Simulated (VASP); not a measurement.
# AlC6 (Pm-3m) in VASP: a series of runs

Runs on AlC6. Level: PBE. Tasks: single point, relaxation of cell and atoms.

Everything below comes from runs of VASP 6.6.1. Logs are shortened: lines on timing, memory, paths and dates and some standing lists are left out, and cuts for length are marked.

### 1 The cell of the first run

Symmetry: Pm-3m, No. 221, cubic system. Conventional cell: a = 3.884 Å, b = 3.884 Å, c = 3.884 Å, α = 90.00°, β = 90.00°, γ = 90.00°. Around Al (site symmetry m-3m) lie 24 C at 2.83 Å. C (site symmetry 4mm) has 1 C at 1.36 Å as nearest neighbours.

The cell was built by a generator and needn't be a form met in nature.

### 2 Single point, PBE (species swapped into the SiB6 type (Pm-3m, No. 221))

Input file INCAR:

```
SYSTEM = AlC6
ALGO     = Normal         ! electronic algorithm
EDIFF    = 1E-7           ! SCF threshold, eV
ENCUT    = 520            ! plane-wave cutoff, eV
GGA      = PE             ! functional
ISIF     = 2              ! what is computed and relaxed
ISMEAR   = 0              ! smearing method
LASPH    = .TRUE.         ! aspherical terms in the spheres
LCHARG   = .TRUE.         ! write CHGCAR
LELF     = .TRUE.         ! ELF
LREAL    = .FALSE.        ! projectors in reciprocal space
LVHAR    = .TRUE.       
LWAVE    = .FALSE.        ! write WAVECAR
NBANDS   = 22             ! bands
NELM     = 100            ! most SCF steps
PREC     = Accurate       ! precision mode
SIGMA    = 0.1            ! smearing width, eV
```

Input file KPOINTS:

```
k-points
0
G
  10 10 10
  0 0 0
```

Input file POSCAR:

```
AlC6
1.0
    3.8839004941      0.0000000000      0.0000000000
    0.0000000000      3.8839004941      0.0000000000
    0.0000000000      0.0000000000      3.8839004941
Al C
1 6
Direct
    0.0000000000      0.0000000000      0.0000000000
    0.1754397870      0.5000000000      0.5000000000
    0.5000000000      0.1754397870      0.5000000000
    0.8245602130      0.5000000000      0.5000000000
    0.5000000000      0.8245602130      0.5000000000
    0.5000000000      0.5000000000      0.1754397870
    0.5000000000      0.5000000000      0.8245602130
```

Potentials or basis: VASP PAW PBE potentials, release 64 (Al, C).

On the command line:

```
> cat potpaw_PBE.64/Al/POTCAR potpaw_PBE.64/C/POTCAR > POTCAR
> mpirun -np 1 vasp_std > vasp.out
```

OUTCAR:

```text
SYSTEM = AlC6
   EDIFF = 1E-7
   ENCUT = 520
   GGA = PE
   ISIF = 2
   ISMEAR = 0
   LASPH = .TRUE.
   LREAL = .FALSE.
   NELM = 100
   PREC = Accurate

 ion  position               nearest neighbor table
   1  0.000  0.000  0.000-
   2  0.175  0.500  0.500-   4 1.36   3 1.78   5 1.78   6 1.78   7 1.78
   3  0.500  0.175  0.500-   5 1.36   4 1.78   2 1.78   6 1.78   7 1.78
   4  0.825  0.500  0.500-   2 1.36   3 1.78   5 1.78   6 1.78   7 1.78
   5  0.500  0.825  0.500-   3 1.36   2 1.78   4 1.78   6 1.78   7 1.78
   6  0.500  0.500  0.175-   7 1.36   3 1.78   4 1.78   5 1.78   2 1.78
   7  0.500  0.500  0.825-   6 1.36   3 1.78   4 1.78   5 1.78   2 1.78

  LATTYP: Found a simple cubic cell.
 ALAT       =     3.8839004941

  Lattice vectors:

 A1 = (   3.8839004941,   0.0000000000,   0.0000000000)
 A2 = (   0.0000000000,   3.8839004941,   0.0000000000)
 A3 = (   0.0000000000,   0.0000000000,   3.8839004941)

Analysis of symmetry for initial positions (statically):
=====================================================================
 Subroutine PRICEL returns:
 Original cell was already a primitive cell.

 Routine SETGRP: Setting up the symmetry group for a
 simple cubic supercell.

 Subroutine GETGRP returns: Found 48 space group operations
 (whereof 48 operations were pure point group operations)
 out of a pool of 48 trial point group operations.

The static configuration has the point symmetry O_h .

Analysis of symmetry for dynamics (positions and initial velocities):
=====================================================================
 Subroutine PRICEL returns:
 Original cell was already a primitive cell.

 Routine SETGRP: Setting up the symmetry group for a
 simple cubic supercell.

 Subroutine GETGRP returns: Found 48 space group operations
 (whereof 48 operations were pure point group operations)
 out of a pool of 48 trial point group operations.

The dynamic configuration has the point symmetry O_h .

 Subroutine INISYM returns: Found 48 space group operations
 (whereof 48 operations are pure point group operations),
 and found     1 'primitive' translations

----------------------------------------------------------------------------------------

                                     Primitive cell

  volume of cell :      58.5874

  direct lattice vectors                    reciprocal lattice vectors
     3.883900494  0.000000000  0.000000000     0.257473126  0.000000000  0.000000000
     0.000000000  3.883900494  0.000000000     0.000000000  0.257473126  0.000000000
     0.000000000  0.000000000  3.883900494     0.000000000  0.000000000  0.257473126

  length of vectors
     3.883900494  3.883900494  3.883900494     0.257473126  0.257473126  0.257473126

  position of ions in fractional coordinates (direct lattice)
     0.000000000  0.000000000  0.000000000
     0.175439787  0.500000000  0.500000000
     0.500000000  0.175439787  0.500000000
     0.824560213  0.500000000  0.500000000
     0.500000000  0.824560213  0.500000000
     0.500000000  0.500000000  0.175439787
     0.500000000  0.500000000  0.824560213

  ion indices of the primitive-cell ions
   primitive index   ion index
                 1           1
                 2           2
                 3           3
                 4           4
                 5           5
                 6           6
                 7           7

----------------------------------------------------------------------------------------

 KPOINTS: k-points

Automatic generation of k-mesh.
 Grid dimensions read from file:
 generate k-points for:   10   10   10

 Generating k-lattice:

  Cartesian coordinates                     Fractional coordinates (reciprocal lattice)
     0.025747313  0.000000000  0.000000000     0.100000000  0.000000000  0.000000000
     0.000000000  0.025747313  0.000000000     0.000000000  0.100000000  0.000000000
     0.000000000  0.000000000  0.025747313     0.000000000  0.000000000  0.100000000

  Length of vectors
     0.025747313  0.025747313  0.025747313

  Shift w.r.t. Gamma in fractional coordinates (k-lattice)
     0.000000000  0.000000000  0.000000000

 Subroutine IBZKPT returns following result:
 ===========================================

 Found     56 irreducible k-points:

 Following reciprocal coordinates:
            Coordinates               Weight
  0.000000  0.000000  0.000000      1.000000
  0.100000  0.000000  0.000000      6.000000
  0.200000  0.000000  0.000000      6.000000
  0.300000  0.000000  0.000000      6.000000
  0.400000  0.000000  0.000000      6.000000
  0.500000  0.000000  0.000000      3.000000
[... 16 lines left out ...]
  0.200000  0.100000  0.100000     24.000000
  0.300000  0.100000  0.100000     24.000000
 [... further k-points ...]
   k-points           NKPTS =     56   k-points in BZ     NKDIM =     56   number of bands    NBANDS=     22
   number of dos      NEDOS =    301   number of ions     NIONS =      7
   total plane-waves  NPLWV =  27000
   dimension x,y,z NGX =    30 NGY =   30 NGZ =   30
   dimension x,y,z NGXF=    60 NGYF=   60 NGZF=   60
   ions per type =               1   6
   NGX,Y,Z   is equivalent  to a cutoff of  12.84, 12.84, 12.84 a.u.
   NGXF,Y,Z  is equivalent  to a cutoff of  25.68, 25.68, 25.68 a.u.
 SYSTEM =  AlC6
   PREC   = accura    normal or accurate (medium, high low for compatibility)
   ISTART =      0    job   : 0-new  1-cont  2-samecut
   ICHARG =      2    charge: 1-file 2-atom 10-const
   ISPIN  =      1    spin polarized calculation?
   LNONCOLLINEAR =      F non collinear calculations
   LSORBIT =      F    spin-orbit coupling
   LASPH  =      T    aspherical Exc in radial PAW
   ENCUT  =  520.0 eV  38.22 Ry    6.18 a.u.   7.22  7.22  7.22*2*pi/ulx,y,z
   NELM   =    100;   NELMIN=  2; NELMDL= -5     # of ELM steps
   EDIFF  = 0.1E-06   stopping-criterion for ELM
   LREAL  =      F    real-space projection
   EDIFFG = 0.1E-05   stopping-criterion for IOM
   NSW    =      0    number of steps for IOM
   IBRION =     -1    ionic relax: 0-MD 1-quasi-New 2-CG
   NFREE  =      0    steps in history (QN), initial steepest desc. (CG)
   ISIF   =      2    stress and relaxation
   ISYM   =      2    0-nonsym 1-usesym 2-fastsym
   POTIM  = 0.5000    time-step for ionic-motion
   TEBEG  =    0.0;   TEEND  =   0.0 temperature during run
   PSTRESS=    0.0 pullay stress
   NELECT =      27.0000    total number of electrons
   NUPDOWN=      -1.0000    fix difference up-down
   EMIN   =  10.00;   EMAX   =-10.00  energy-range for DOS
   EFERMI =   0.00;   METHOD = LEGACY
   ISMEAR =     0;   SIGMA  =   0.10  broadening in eV -4-tet -1-fermi 0-gaus
   EFERMI_NEDOS =   21; number of points for ismear=-14 and -15
   IALGO  =     38    algorithm
   IMIX   =      4    mixing-type and parameters
     AMIX     =   0.40;   BMIX     =  1.00
     AMIX_MAG =   1.60;   BMIX_MAG =  1.00
  volume/ion in A,a.u.               =       8.37        56.48
  Fermi-wavevector in a.u.,A,eV,Ry     =   1.264527  2.389609 21.756092  1.599028
  Thomas-Fermi vector in A             =   2.397827
   LORBIT       =      0    0 simple, 1 ext, 2 COOP (PROOUT), +10 PAW based schemes
   GGA     = PE    functional components
   LHFCALC =     F    Hartree Fock is set to
   AEXX    =    0.0000 exact exchange contribution
   IVDW    =     0    specifies the selected vdW correction
   LEPSILON=     F    determine dielectric tensor
   LRPA    =     F    only Hartree local field effects (RPA)
 non-spin polarized calculation
 Gauss-broadening in eV      SIGMA  =   0.10
  energy-cutoff  :      520.00
  volume of cell :       58.59
 maximum number of plane-waves:      1600
 NGX is ok and might be reduce to    30
   NGX = 15   NGY = 15   NGZ = 15

 number of electron      26.9999997 magnetization

 Free energy of the ion-electron system (eV)
  ---------------------------------------------------
  ext. energy  EPLUGINS =         0.00000000
  ---------------------------------------------------
  free energy    TOTEN  =       -41.94908868 eV

  energy without entropy =      -41.93890901  energy(sigma->0) =      -41.94399884

 E-fermi :   9.0871     XC(G=0): -11.6153

 val. band max:        9.0619801058   @ k =   0.3000   0.2000   0.1000
 cond. band min:       9.1032949052   @ k =   0.3000   0.2000   0.0000
 fundamental gap:      0.0413147993
 Fermi energy:         9.0871042276

 k-point     1 :       0.0000    0.0000    0.0000
  band No.  band energies     occupation
      1     -13.0343      2.00000
      2      -5.7873      2.00000
      3      -5.7873      2.00000
      4      -4.4207      2.00000
      5      -3.9428      2.00000
      6      -3.9428      2.00000
[... 14 lines left out ...]
     21      15.5522      0.00000
     22      15.5522      0.00000

 k-point     2 :       0.1000    0.0000    0.0000
  band No.  band energies     occupation
      1     -12.9878      2.00000
      2      -6.2069      2.00000
      3      -5.7779      2.00000
      4      -4.6962      2.00000
      5      -3.8937      2.00000
      6      -3.8937      2.00000
[... 14 lines left out ...]
     21      15.3321      0.00000
     22      15.3321      0.00000

 k-point     3 :       0.2000    0.0000    0.0000
  band No.  band energies     occupation
      1     -12.8576      2.00000
      2      -7.0281      2.00000
      3      -5.7530      2.00000
      4      -4.7654      2.00000
      5      -3.7566      2.00000
      6      -3.7566      2.00000
[... 14 lines left out ...]
     21      14.8270      0.00000
     22      14.8270      0.00000
[... 476 lines left out ...]
 k-point    23 :       0.2000    0.1000    0.1000
  band No.  band energies     occupation
      1     -12.7644      2.00000
      2      -6.9926      2.00000
      3      -6.2327      2.00000
      4      -5.4739      2.00000
      5      -3.1187      2.00000
      6      -2.9605      2.00000
[... 14 lines left out ...]
     21      14.3557      0.00000
     22      14.6602      0.00000

 k-point    24 :       0.3000    0.1000    0.1000
  band No.  band energies     occupation
      1     -12.5809      2.00000
      2      -7.7443      2.00000
      3      -6.1747      2.00000
      4      -5.4300      2.00000
      5      -2.9513      2.00000
      6      -2.8037      2.00000
[... 14 lines left out ...]
     21      13.8016      0.00000
     22      14.3287      0.00000

 [... further k-points ...]

------------------------ aborting loop because EDIFF is reached ----------------------------------------

  FORCE on cell =-STRESS in cart. coord.  units (eV):
  Direction    XX          YY          ZZ          XY          YZ          ZX
  --------------------------------------------------------------------------------------
  -------------------------------------------------------------------------------------
  Total        0.0049920      0.0049920      0.0049920      0.0000000      0.0000000     -0.0000000
  in kB        0.1365143      0.1365143      0.1365143      0.0000000      0.0000000     -0.0000000
  external PRESSURE =       0.1365143 kB  Pullay stress =       0.0000000 kB

 VOLUME and BASIS-vectors are now :
 -----------------------------------------------------------------------------
  energy-cutoff  :      520.00
  volume of cell :       58.59
      direct lattice vectors                 reciprocal lattice vectors
     3.883900494  0.000000000  0.000000000     0.257473126  0.000000000  0.000000000
     0.000000000  3.883900494  0.000000000     0.000000000  0.257473126  0.000000000
     0.000000000  0.000000000  3.883900494     0.000000000  0.000000000  0.257473126

 POSITION                                       TOTAL-FORCE (eV/Angst)
 -----------------------------------------------------------------------------------
      0.00000      0.00000      0.00000        -0.000000      0.000000     -0.000000
      0.68139      1.94195      1.94195         0.031916      0.000000     -0.000000
      1.94195      0.68139      1.94195        -0.000000      0.031916     -0.000000
      3.20251      1.94195      1.94195        -0.031916      0.000000     -0.000000
      1.94195      3.20251      1.94195         0.000000     -0.031916     -0.000000
      1.94195      1.94195      0.68139        -0.000000     -0.000000      0.031916
      1.94195      1.94195      3.20251        -0.000000      0.000000     -0.031916
 -----------------------------------------------------------------------------------
    total drift:                                0.000000      0.000000     -0.000000

  FREE ENERGIE OF THE ION-ELECTRON SYSTEM (eV)
  ---------------------------------------------------
  free  energy   TOTEN  =       -41.9490886775 eV

  energy  without entropy=      -41.9389090076  energy(sigma->0) =      -41.94399884
```

It took 38 s on 1 thread of Intel Xeon 6975P-C (Granite Rapids), shared host; peak memory 0.19 GiB.

What came out:

- Free energy: -41.9491 eV
- Pressure: 0.0 GPa
- Largest force: 0.032 eV/Å
- Band gap on the k mesh: none (metal or under the smearing width)

Forces in eV/Å, atoms in the order of the input:
```
Al   0.000  0.000  0.000
C    0.032  0.000  0.000
C    0.000  0.032  0.000
C   -0.032  0.000  0.000
C    0.000 -0.032  0.000
C    0.000  0.000  0.032
C    0.000  0.000 -0.032
```

Levels at points of the mesh, in eV from the Fermi level:
```
           k point  band 9  band 10  band 11  band 12  band 13  band 14  band 15  band 16  band 17  band 18
(0.00, 0.00, 0.00)   -4.18    -4.18    -3.63    -3.39    -3.39    -3.39    -0.41    -0.41    -0.41     3.17
(0.50, 0.00, 0.00)   -7.74    -4.44    -4.04    -3.87    -1.78    -1.78     0.96     1.24     3.34     4.30
(0.50, 0.50, 0.00)   -7.53    -7.53    -2.78    -2.78    -1.36     0.52     0.69     2.12     2.37     3.60
(0.50, 0.50, 0.50)   -7.90    -7.90    -3.96     0.63     0.63     0.63     0.90     0.90     3.86     3.86
```

### 3 Relaxation of cell and atoms, PBE (species swapped into the SiB6 type (Pm-3m, No. 221))

Input file INCAR:

```
SYSTEM = AlC6
PREC = Accurate
ENCUT = 600
EDIFF = 1E-6
ISMEAR = 0
SIGMA = 0.1
LREAL = .FALSE.
LASPH = .TRUE.
NELM = 100
ALGO = Fast
ISIF = 3
LWAVE = .FALSE.
LCHARG = .FALSE.
GGA = PE
IBRION = 2
NSW = 100
EDIFFG = -0.01
```

Input file KPOINTS:

```
Automatic mesh
0
G
  10 10 10
  0 0 0
```

Input file POSCAR:

```
AlC6
1.0
    3.8996708000      0.0000000000      0.0000000000
    0.0000000000      3.8996708000      0.0000000000
    0.0000000000      0.0000000000      3.8996708000
Al C
1 6
Direct
    0.0000000000      0.0000000000      0.0000000000
    0.1729341441      0.5000000000      0.5000000000
    0.5000000000      0.1729341441      0.5000000000
    0.8270658559      0.5000000000      0.5000000000
    0.5000000000      0.8270658559      0.5000000000
    0.5000000000      0.5000000000      0.1729341441
    0.5000000000      0.5000000000      0.8270658559
```

Potentials or basis: VASP PAW PBE potentials, release 64 (Al, C).

On the command line:

```
> cat potpaw_PBE.64/Al/POTCAR potpaw_PBE.64/C/POTCAR > POTCAR
> mpirun -np 1 vasp_std > vasp.out
```

It took 77 s on 1 thread of Intel Xeon 6975P-C (Granite Rapids), shared host; peak memory 0.21 GiB.

Results (log left out):

```
Free energy                            : -41.9574 eV
Relaxed volume                         : 8.35 Å³/atom
Relaxed cell                           : a = 3.881 Å, b = 3.881 Å, c = 3.881 Å, α = 90.00°, β = 90.00°, γ = 90.00°
Space group after relaxing (to 0.05 Å) : Pm-3m (No. 221)
Energy gained by relaxing              : 2.9 meV/atom
Ionic steps                            : 5
Pressure after relaxing                : 0.0 GPa
Largest force after relaxing           : 0.008 eV/Å
```

Forces in eV/Å, atoms in the order of the input:
```
Al   0.000  0.000  0.000
C    0.008  0.000  0.000
C    0.000  0.008  0.000
C   -0.008  0.000  0.000
C    0.000 -0.008  0.000
C    0.000  0.000  0.008
C    0.000  0.000 -0.008
```

The path:
| step | energy change (eV) | largest force (eV/Å) | pressure (GPa) | volume (Å³) |
| --- | --- | --- | --- | --- |
| 1 | 0.0000 | 0.6050 | -0.53 | 59.30 |
| 2 | 0.0698 | 1.3436 | -5.75 | 59.06 |
| 3 | -0.0147 | 0.0154 | -2.25 | 59.24 |
| 4 | -0.0198 | 0.0104 | 0.46 | 58.34 |
| 5 | -0.0200 | 0.0076 | 0.02 | 58.48 |

Final structure:
```yaml
crystal:
  lattice:
    - [3.88150, 0.00000, 0.00000]
    - [0.00000, 3.88150, 0.00000]
    - [0.00000, 0.00000, 3.88150]
  atoms:
    - { symbol: Al, position: [0.00000, 0.00000, 0.00000] }
    - { symbol: C, position: [0.17561, 0.50000, 0.50000] }
    - { symbol: C, position: [0.50000, 0.17561, 0.50000] }
    - { symbol: C, position: [0.82439, 0.50000, 0.50000] }
    - { symbol: C, position: [0.50000, 0.82439, 0.50000] }
    - { symbol: C, position: [0.50000, 0.50000, 0.17561] }
    - { symbol: C, position: [0.50000, 0.50000, 0.82439] }
```

Levels at points of the mesh, in eV from the Fermi level:
```csv
k point,band 10,band 11,band 12,band 13,band 14,band 15,band 16,band 17
"(0.00, 0.00, 0.00)",-4.20,-3.63,-3.40,-3.40,-3.40,-0.40,-0.40,-0.40
"(0.50, 0.00, 0.00)",-4.44,-4.07,-3.87,-1.78,-1.78,0.97,1.24,3.36
"(0.50, 0.50, 0.00)",-7.55,-2.79,-2.79,-1.36,0.53,0.70,2.11,2.37
"(0.50, 0.50, 0.50)",-7.92,-3.97,0.64,0.64,0.64,0.92,0.92,3.85
```

Caveat: the bands computed are all filled at some k points, so no gap is given.

### 4 Single point, PBE (species swapped into the SiB6 type (Pm-3m, No. 221))

Input file INCAR:

```
ALGO = Fast
EDIFF = 1E-6
ENCUT = 520
GGA = PE
ISIF = 2
ISMEAR = 0
LASPH = True
LCHARG = False
LREAL = False
LWAVE = False
NBANDS = 22
NELM = 100
PREC = Accurate
SIGMA = 0.1
```

Input file KPOINTS:

```
k-points
0
Gamma
  4 4 4
```

Input file POSCAR:

```
AlC6
1.0
    4.7317923700      0.0000000000      0.0000000000
    0.0000000000      4.7317923700      0.0000000000
    0.0000000000      0.0000000000      4.7317923700
Al C
1 6
Direct
    0.0000000000      0.0000000000      0.0000000000
    0.2099999900      0.5000000000      0.5000000000
    0.5000000000      0.2099999900      0.5000000000
    0.7900000100      0.5000000000      0.5000000000
    0.5000000000      0.7900000100      0.5000000000
    0.5000000000      0.5000000000      0.2099999900
    0.5000000000      0.5000000000      0.7900000100
```

On the command line:

```
> cat potpaw_PBE.64/Al/POTCAR potpaw_PBE.64/C/POTCAR > POTCAR
> mpirun -np 1 vasp_std > vasp.out
```

Run time: 11 s. Hardware: 1 thread of Intel Xeon 6975P-C (Granite Rapids), shared host; peak memory 0.19 GiB.

Results (log left out):

```
Free energy            : -35.2771 eV
Pressure               : -16.8 GPa
Largest force          : 1.282 eV/Å
Band gap on the k mesh : none (metal or under the smearing width)
```

Forces on the atoms (eV/Å):
```
Al   0.000  0.000  0.000
C    1.282  0.000  0.000
C    0.000  1.282  0.000
C   -1.282  0.000  0.000
C    0.000 -1.282  0.000
C    0.000  0.000  1.282
C    0.000  0.000 -1.282
```

Levels at points of the mesh, in eV from the Fermi level:
```
           k point  band 9  band 10  band 11  band 12  band 13  band 14  band 15  band 16  band 17  band 18
(0.00, 0.00, 0.00)   -3.49    -3.49    -3.41    -0.25    -0.25    -0.25     0.22     0.22     0.22     2.84
(0.50, 0.00, 0.00)   -4.53    -3.98    -3.46    -2.42    -0.74     0.19     0.19     1.58     2.33     2.33
(0.50, 0.50, 0.00)   -4.44    -4.44    -3.30    -2.59    -1.40    -0.65    -0.65     2.09     2.29     2.29
(0.50, 0.50, 0.50)   -4.48    -4.48    -3.70    -3.27    -3.27    -0.16     2.21     2.21     2.23     2.23
```

Caveat: so large a pressure means that the cell lies far from this level's equilibrium, or that cutoff or potentials fall short; forces of over 1 eV/Å show positions far from the minimum, so gaps and moduli don't describe the material at rest.

[end of part 1 of 2]
